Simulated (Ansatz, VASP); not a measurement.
## Mg3ZnS4: VASP beside Ansatz

```
Mg Zn S
1.0
     5.63491    0.00000    0.00000
     0.00000    5.63491    0.00000
     0.00000    0.00000    5.63491
Mg Zn S
3 1 4
Cartesian
  2.8175 0.0000 2.8175
  2.8175 2.8175 0.0000
  0.0000 2.8175 2.8175
  0.0000 0.0000 0.0000
  1.3755 4.2594 4.2594
  1.3755 1.3755 1.3755
  4.2594 4.2594 1.3755
  4.2594 1.3755 4.2594
```

The cell was built by a generator and needn't be a form met in nature.

Alike in both runs: task single point; functional PBE; k mesh 4 × 4 × 4; occupations gaussian, width 0.02 eV; no spin polarisation.

```csv
,VASP,Ansatz
version,VASP 6.6.1,Ansatz 0.2.0
potentials or method,"VASP PAW PBE potentials, release 64 (Mg, Zn, S)","scalar-relativistic, plane waves, PAW"
plane-wave cutoff (eV),520,420
valence electrons in the cell,42,66
```

|  | VASP | Ansatz | Ansatz less VASP |
| --- | --- | --- | --- |
| gap on the k mesh at the Fermi level (eV) | 2.88 | 2.88 | +0.003 |
| least direct gap on the mesh (eV) | 2.88 | 2.88 | +0.003 |
| pressure (GPa) | -0.1 | 0.0 | +0.09 |
| rms of the force components (eV/Å) | 0.009 | 0.000 | -0.0086 |

Atom by atom the forces differ by 0.009 eV/Å (rms over components). The two sets of potentials don't hold the same shells in valence.

As with any semilocal functional, this PBE gap is likely too small.
